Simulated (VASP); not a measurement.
Given:

```
Bi
1.0
    4.12760    -2.26442    -0.00626
    4.12760     2.26442    -0.00626
    2.89098     0.00000     3.71578
Bi
2
Direct
  0.23568   0.23568   0.23568
  0.76432   0.76432   0.76432
```

Computed with AM05 GGA, VASP's PBE PAW potentials (set 64) (plane waves; VASP). Settings: 520 eV cut-off, Gaussian smearing of 0.050 eV, potentials Bi_d.

Unless said otherwise, spin-orbit coupling is left out, though it shifts the bands of the heavy elements here.

Q: Estimate the band gap (along the path) with the smallest direct gap where there is one.

A: 
- band gap (along the path): none (metal, semimetal or under 0.01 eV)

The absolute energy has meaning only against runs of the same code, potentials and settings.

The compound is Bi in the a7 structure. It was relaxed first.
